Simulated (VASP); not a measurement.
## Ba in VASP: convergence with vacuum

Input of the first run (vacuum 4); the others differ in this setting and in those tied to it:

The input INCAR:

```
SYSTEM = Ba
PREC = Accurate
ENCUT = 500
EDIFF = 1E-6
ISMEAR = 0
SIGMA = 0.02
LREAL = .FALSE.
LASPH = .TRUE.
NELM = 100
ALGO = Normal
ISIF = 2
LWAVE = .FALSE.
LCHARG = .FALSE.
LDIPOL = .TRUE.
IDIPOL = 3
DIPOL = 0.5 0.5 0.500
GGA = CA
NBANDS = 17
```

Contents of KPOINTS:

```
regular mesh
0
G
  8 8 1
  0 0 0
```

The input POSCAR:

```
Ba
1.0
    3.9100000000      0.0000000000      0.0000000000
   -1.9550000000      3.6500000000      0.0000000000
    0.0000000000      0.0000000000      9.7000000000
Ba
2
Direct
    0.0000000000      0.0000000000      0.2061855670
    0.0000000000      0.0000000000      0.7938144330
```

Potentials or basis: VASP PAW LDA potentials, release 64 (Ba_sv).

Run with:

```sh
$ cat potpaw_LDA.64/Ba_sv/POTCAR > POTCAR
$ mpirun -np 1 vasp_std > vasp.out
```

Hardware: 1 thread of Intel(R) Xeon(R) Platinum 8175M CPU @ 2.50GHz (Skylake/Cascade Lake) (shared host).

Problem. The values tried are 4, 6, 8, 10, 12, 15, 20, loosest first. From which on does the energy stay within 1 meV/atom of the tightest run that finished?

Solution. From 10 on.

| vacuum | energy less the tightest run, at zero smearing (meV/atom) | largest force (eV/Å) | SCF cycles | CPU time (s) | peak memory (GiB) |
| --- | --- | --- | --- | --- | --- |
| 4 | -353.43 | 0.017 | 13 | 85 | 0.2 |
| 6 | -76.34 | 0.025 | 14 | 98 | 0.23 |
| 8 | -8.09 | 0.169 | 16 | 150 | 0.25 |
| 10 | -0.38 | 0.208 | 16 | 160 | 0.27 |
| 12 | -0.02 | 0.212 | 18 | 250 | 0.3 |
| 15 | -0.01 | 0.213 | 20 | 240 | 0.33 |
| 20 | 0.00 | 0.213 | 23 | 410 | 0.37 |

Against the tightest run, the largest force stays within 0.005 eV/Å from 10 on. The tightest run that finished is the yardstick and may itself not be fully converged.

The run has no spin-orbit coupling, so splittings on Ba are missing.
